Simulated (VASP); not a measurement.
Input:

```
MoS2
1.0
    1.56878    -2.71721     0.00000
    1.56878     2.71721     0.00000
    0.00000     0.00000    15.89191
Mo S
2 4
Direct
  0.33333   0.66667   0.25000
  0.66667   0.33333   0.75000
  0.33333   0.66667   0.84628
  0.66667   0.33333   0.34628
  0.66667   0.33333   0.15372
  0.33333   0.66667   0.65372
```

Level of theory: revPBE GGA, VASP's PBE PAW potentials (set 64) (plane waves; VASP). Run with 520 eV cut-off, 8×8×2 Γ-centred mesh, Gaussian smearing of 0.050 eV, potentials Mo_sv S.

Without a dispersion term in the relaxation, distances and binding between the weakly bound layers, chains or molecules are unreliable, and so is what depends on them.

### Question
The ions and cell shape at fixed volume are relaxed. Give the cell that the relaxation ends in.

### Answer

```
MoS2
1.0
    1.59994    -2.77117     0.00000
    1.59994     2.77117     0.00000
    0.00000     0.00000    15.27898
Mo S
2 4
Direct
  0.33333   0.66667   0.25000
  0.66667   0.33333   0.75000
  0.33333   0.66667   0.85228
  0.66667   0.33333   0.35228
  0.66667   0.33333   0.14772
  0.33333   0.66667   0.64772
```
Space group P6_3/mmc (194), at a tolerance of 0.03 Å.

### Question
How much energy does the relaxation gain?

### Answer
The energy (σ→0) changes by -30.5 meV/atom, in 8 ionic steps.

The compound is MoS2 in the 2H layered structure. This cell is one point of a volume scan, at 0.94 of the reference volume. Symmetry was kept, so distortions that lower it aren't found.
